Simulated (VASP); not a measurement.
Consider the following.

```
CELL_PARAMETERS angstrom
      0.00000     9.93457     9.93457
      9.93457     0.00000     9.93457
      9.93457     9.93457     0.00000
ATOMIC_POSITIONS crystal
  Cd 0.00000 0.00000 0.00000
  Cd 0.00000 0.00000 0.33333
  Cd 0.00000 0.00000 0.66667
  Cd 0.00000 0.33333 0.00000
  Cd 0.00000 0.33333 0.33333
  Cd 0.00000 0.33333 0.66667
  Cd 0.00000 0.66667 0.00000
  Cd 0.00000 0.66667 0.33333
  Cd 0.00000 0.66667 0.66667
  Cd 0.33333 0.00000 0.00000
  Cd 0.33333 0.00000 0.33333
  Cd 0.33333 0.00000 0.66667
  Cd 0.33333 0.33333 0.00000
  Cd 0.33333 0.33333 0.33333
  Cd 0.33333 0.33333 0.66667
  Cd 0.33333 0.66667 0.00000
  Cd 0.33333 0.66667 0.33333
  Cd 0.33333 0.66667 0.66667
  Cd 0.66667 0.00000 0.00000
  Cd 0.66667 0.00000 0.33333
  Cd 0.66667 0.00000 0.66667
  Cd 0.66667 0.33333 0.00000
  Cd 0.66667 0.33333 0.33333
  Cd 0.66667 0.33333 0.66667
  Cd 0.66667 0.66667 0.00000
  Cd 0.66667 0.66667 0.33333
  Cd 0.66667 0.66667 0.66667
  Te 0.08333 0.08333 0.08333
  Te 0.08333 0.08333 0.41667
  Te 0.08333 0.08333 0.75000
  Te 0.08333 0.41667 0.08333
  Te 0.08333 0.41667 0.41667
  Te 0.08333 0.41667 0.75000
  Te 0.08333 0.75000 0.08333
  Te 0.08333 0.75000 0.41667
  Te 0.08333 0.75000 0.75000
  Te 0.41667 0.08333 0.08333
  Te 0.41667 0.08333 0.41667
  Te 0.41667 0.08333 0.75000
  Te 0.41667 0.41667 0.08333
  Te 0.41667 0.41667 0.41667
  Te 0.41667 0.41667 0.75000
  Te 0.41667 0.75000 0.08333
  Te 0.41667 0.75000 0.41667
  Te 0.41667 0.75000 0.75000
  Te 0.75000 0.08333 0.08333
  Te 0.75000 0.08333 0.41667
  Te 0.75000 0.08333 0.75000
  Te 0.75000 0.41667 0.08333
  Te 0.75000 0.41667 0.41667
  Te 0.75000 0.41667 0.75000
  Te 0.75000 0.75000 0.08333
  Te 0.75000 0.75000 0.41667
  Te 0.75000 0.75000 0.75000
```

Calculation: PBE GGA, VASP's PBE PAW potentials (set 64) (plane waves; VASP). Run with PREC = Normal, LREAL = Auto, 400 eV cut-off, 1×1×1 Γ-centred mesh, Gaussian smearing of 0.050 eV, potentials Cd Te.

The supercell is sampled at Γ alone, which is coarse: total energies, pressure and levels can be off, energies of defects by several tenths of an eV.

### Question
Predict the energy per atom (σ→0).

### Answer

| Item | Value |
|---|---|
| energy per atom (σ→0) | -2291 meV/atom |

The absolute energy has meaning only against runs of the same code, potentials and settings.

The cell is a supercell, built from a database entry that may be metastable or hypothetical.
